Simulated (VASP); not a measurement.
# LaB6: input slips in a relaxation and what they do, part 2 of 2

Some relaxations of LaB6 get a fault in the input on purpose. Which of them show, and how? The starting structure is a measured crystal structure from the Crystallography Open Database. The first relaxation on each setting starts from this cell expanded by 3 % in volume.

VASP 6.6.1.

Results so far: reference 10.07 Å³ an atom; a leftover external pressure of 100 kbar 9.57 Å³ an atom; one electron too many 11.41 Å³ an atom.

## (5) Relaxation with too few electronic steps

Level of this step: PBEsol; plane waves and PAW (La, B) (VASP).

A slip made on purpose: too few electronic steps. Against step 2 the input has NELM = 4 (also changed: NSW).

INCAR reads:

```
SYSTEM = LaB6
PREC = Accurate
ENCUT = 450
EDIFF = 1E-06
NELM = 4
ISMEAR = 0
SIGMA = 0.05
LREAL = .FALSE.
ALGO = Normal
GGA = PS
NBANDS = 21
LASPH = .TRUE.
LORBIT = 11
LWAVE = .FALSE.
LCHARG = .FALSE.
KPAR = 8
IBRION = 2
NSW = 30
ISIF = 3
EDIFFG = -0.006
```

POSCAR reads:

```
LaB6
1.0
    4.1981610927      0.0000000000      0.0000000000
    0.0000000000      4.1981610927      0.0000000000
    0.0000000000      0.0000000000      4.1981610927
La B
1 6
Direct
    0.0000000000      0.0000000000      0.0000000000
    0.5000000000      0.5000000000      0.8025000000
    0.5000000000      0.5000000000      0.1975000000
    0.5000000000      0.8025000000      0.5000000000
    0.8025000000      0.5000000000      0.5000000000
    0.5000000000      0.1975000000      0.5000000000
    0.1975000000      0.5000000000      0.5000000000
```

KPOINTS reads:

```
Automatic mesh
0
Gamma
8 8 8
0 0 0
```

Potentials, in the order of the species: La and B (PBE family, release 64).

The run is started by

```bash
$ mpirun -np 8 vasp_std
```

The log of the run:

```text
[... set-up lines as in an earlier step ...]
 entering main loop
       N       E                     dE             d eps       ncg     rms          rms(c)
[... 4 cycles as in an earlier step ...]
 -----------------------------------------------------------------------------
|                                                                             |
|           W    W    AA    RRRRR   N    N  II  N    N   GGGG   !!!           |
|           W    W   A  A   R    R  NN   N  II  NN   N  G    G  !!!           |
|           W    W  A    A  R    R  N N  N  II  N N  N  G       !!!           |
|           W WW W  AAAAAA  RRRRR   N  N N  II  N  N N  G  GGG   !            |
|           WW  WW  A    A  R   R   N   NN  II  N   NN  G    G                |
|           W    W  A    A  R    R  N    N  II  N    N   GGGG   !!!           |
|                                                                             |
|     The electronic self-consistency was not achieved in the given           |
|     number of steps (NELM). The forces and other quantities evaluated       |
[...]
|     density mixing parameters otherwise.                                    |
|                                                                             |
 -----------------------------------------------------------------------------

   1 F= -.55253371E+02 E0= -.55251982E+02  d E =-.552534E+02
[...]
|     The electronic self-consistency was not achieved in the given           |
[... from here on, the cycles between the ionic steps are left out ...]
   2 F= -.49313143E+02 E0= -.49312771E+02  d E =0.594023E+01
[...]
|     The electronic self-consistency was not achieved in the given           |
   3 F= -.51261269E+02 E0= -.51260652E+02  d E =0.399210E+01
   4 F= -.51384724E+02 E0= -.51384193E+02  d E =0.386865E+01
   5 F= -.51429218E+02 E0= -.51428756E+02  d E =0.382415E+01
   6 F= -.51432088E+02 E0= -.51431618E+02  d E =0.382128E+01
   7 F= -.51400554E+02 E0= -.51399939E+02  d E =0.315342E-01
   8 F= -.51494449E+02 E0= -.51493992E+02  d E =-.623616E-01
   9 F= -.51525490E+02 E0= -.51525006E+02  d E =-.310402E-01
  10 F= -.51533655E+02 E0= -.51533185E+02  d E =-.392053E-01
  11 F= -.51533941E+02 E0= -.51533475E+02  d E =-.285851E-03
  12 F= -.51534186E+02 E0= -.51533719E+02  d E =-.531359E-03
[...]
reached required accuracy - stopping structural energy minimisation
```

Run time: 30 s. Hardware: 8 MPI ranks of Intel Xeon 6975P-C (Granite Rapids), shared host; peak memory 1.8 GiB.

OUTCAR, selected parts (step 5):

```text
  Total        0.0071982      0.0071982      0.0071982      0.0000000      0.0000000      0.0000000
  in kB        0.1636184      0.1636184      0.1636184      0.0000000      0.0000000      0.0000000
  external PRESSURE =       0.1636184 kB  Pullay stress =       0.0000000 kB

 POSITION                                       TOTAL-FORCE (eV/Angst)
 -----------------------------------------------------------------------------------
      0.00000      0.00000      0.00000         0.000000      0.000000     -0.000000
      2.06540      2.06540      3.30638         0.000000      0.000000      0.000762
      2.06540      2.06540      0.82441         0.000000      0.000000     -0.000762
      2.06540      3.30638      2.06540         0.000000      0.000762     -0.000000
      3.30638      2.06540      2.06540         0.000762      0.000000     -0.000000
      2.06540      0.82441      2.06540         0.000000     -0.000762     -0.000000
      0.82441      2.06540      2.06540        -0.000762      0.000000     -0.000000
 -----------------------------------------------------------------------------------
    total drift:                               -0.000000      0.000000      0.000000

  FREE ENERGIE OF THE ION-ELECTRON SYSTEM (eV)
  ---------------------------------------------------
  free  energy   TOTEN  =       -51.5341861131 eV

  energy  without entropy=      -51.5332521506  energy(sigma->0) =      -51.53371913

[... 2 parts as in an earlier step ...]

[... 2 further parts left out ...]
[key lines of the parts left out:]
E-fermi :   8.5621
```

The search for the minimum reports success, but an electronic loop had used up its NELM cycles before it reached EDIFF, so the run counts as unconverged.

## (6) Relaxation with a loose electronic threshold

A slip made on purpose: a loose electronic threshold. Against step 2 the input has EDIFF = 0.01 (also changed: NELM and NSW).

Changes to INCAR since step 5:

```diff
@@ -3,4 +3,4 @@
 ENCUT = 450
-EDIFF = 1E-06
-NELM = 4
+EDIFF = 0.01
+NELM = 60
 ISMEAR = 0
```

POSCAR is that of step 5.

KPOINTS is that of step 5.

The run is started by

```bash
$ mpirun -np 8 vasp_std
```

The log of the run:

```text
[... set-up lines as in an earlier step ...]
 entering main loop
       N       E                     dE             d eps       ncg     rms          rms(c)
[... 10 cycles as in an earlier step ...]
DAV:  11    -0.514200967147E+02   -0.55606E-03   -0.71368E-03  2547   0.586E-01
   1 F= -.51420097E+02 E0= -.51419590E+02  d E =-.514201E+02
[... from here on, the cycles between the ionic steps are left out ...]
   2 F= -.51375949E+02 E0= -.51375468E+02  d E =0.441479E-01
   3 F= -.51523275E+02 E0= -.51522824E+02  d E =-.103178E+00
   4 F= -.51523287E+02 E0= -.51522830E+02  d E =-.103190E+00
   5 F= -.51527343E+02 E0= -.51526861E+02  d E =-.405575E-02
   6 F= -.51535390E+02 E0= -.51534914E+02  d E =-.121029E-01
   7 F= -.51532907E+02 E0= -.51532441E+02  d E =-.962016E-02
   8 F= -.51533364E+02 E0= -.51532900E+02  d E =-.100769E-01
   9 F= -.51533736E+02 E0= -.51533271E+02  d E =-.104491E-01
  10 F= -.51533854E+02 E0= -.51533388E+02  d E =-.105673E-01
  11 F= -.51533905E+02 E0= -.51533439E+02  d E =-.106185E-01
  12 F= -.51534116E+02 E0= -.51533654E+02  d E =-.210619E-03
  13 F= -.51533897E+02 E0= -.51533434E+02  d E =0.806969E-05
  14 F= -.51533999E+02 E0= -.51533534E+02  d E =-.938393E-04
  15 F= -.51534014E+02 E0= -.51533549E+02  d E =-.108596E-03
  16 F= -.51534088E+02 E0= -.51533618E+02  d E =-.735274E-04
  17 F= -.51534180E+02 E0= -.51533713E+02  d E =-.166064E-03
  18 F= -.51534179E+02 E0= -.51533712E+02  d E =-.164536E-03
  19 F= -.51534184E+02 E0= -.51533717E+02  d E =-.170250E-03
[...]
reached required accuracy - stopping structural energy minimisation
```

Elapsed: 35 s, on 8 MPI ranks; peak memory 1.8 GiB; 4.5 min of CPU time.

Parts of OUTCAR (step 6):

```text
  Total        0.0067992      0.0067992      0.0067992      0.0000000     -0.0000000      0.0000000
  in kB        0.1545566      0.1545566      0.1545566      0.0000000     -0.0000000      0.0000000
  external PRESSURE =       0.1545566 kB  Pullay stress =       0.0000000 kB

 POSITION                                       TOTAL-FORCE (eV/Angst)
 -----------------------------------------------------------------------------------
      0.00000      0.00000      0.00000        -0.000000     -0.000000     -0.000000
      2.06536      2.06536      3.30630        -0.000000     -0.000000     -0.000855
      2.06536      2.06536      0.82443        -0.000000      0.000000      0.000855
      2.06536      3.30630      2.06536        -0.000000     -0.000855     -0.000000
      3.30630      2.06536      2.06536        -0.000855     -0.000000     -0.000000
      2.06536      0.82443      2.06536        -0.000000      0.000855      0.000000
      0.82443      2.06536      2.06536         0.000855      0.000000      0.000000
 -----------------------------------------------------------------------------------
    total drift:                                0.000000     -0.000000     -0.000000

  FREE ENERGIE OF THE ION-ELECTRON SYSTEM (eV)
  ---------------------------------------------------
  free  energy   TOTEN  =       -51.5341843329 eV

  energy  without entropy=      -51.5332503677  energy(sigma->0) =      -51.53371735

[... 2 parts as in an earlier step ...]

[... 2 further parts left out ...]
[key lines of the parts left out:]
E-fermi :   8.5626
```

With a loose electronic threshold the cell ends at 10.069 Å³ an atom, +0.01 % from the reference.

## (7) The runs compared

| run | ended | volume (Å³/atom) | change (%) | pressure left (GPa) | core minutes |
| --- | --- | --- | --- | --- | --- |
| reference | converged | 10.068 | - | 0.04 | 5.84 |
| a leftover external pressure of 100 kbar | converged | 9.575 | -4.9 | 9.98 | 4.93 |
| one electron too many | converged | 11.413 | 13.37 | -0.04 | 3.47 |
| too few electronic steps | not converged | - | - | - | 4.0 |
| a loose electronic threshold | converged | 10.069 | 0.01 | 0.02 | 4.67 |

Core minutes are wall time times ranks, summed over the relaxations behind a row (those for a bulk modulus apart), on shared hosts.

## (8) Summary of results

| Item | Value |
| --- | --- |
| volume of the reference | 10.07 Å³/atom |
| volume against the reference, a leftover external pressure of 100 kbar | -4.90 % |
| volume against the reference, one electron too many | +13.37 % |
| volume against the reference, a loose electronic threshold | +0.01 % |
| run with too few electronic steps | not converged |

What this shows: The run with too few electronic steps didn't converge. Finished, but with signs in the output that stand out against the reference: a leftover external pressure of 100 kbar, with the volume changed by -4.9 % (signs: the Pulay stress that OUTCAR prints, which here is the typed pressure); one electron too many, with the volume changed by +13.4 % (signs: a warning on the charge density and 12.0 GPa at the first ionic step (of the first relaxations, not shown; reference: -8.4 GPa)). Little came of a loose electronic threshold in this material. The reference was restarted once and the runs with a slip weren't, so their cells may not have settled fully. Further runs on this material are not shown.

[Lines on the potential files, build, host, timing and source positions are cut from VASP's logs without a mark.]

[Logs are printed without paths, hosts, clocks, repeated set-up lines and the standing remarks that a program may print on its own settings, such as how far it seeks lower states.]

[Hosts, paths, dates, database ids (printed as entryN), source tags and the programs' standing remarks are cut or masked in the printed files.]
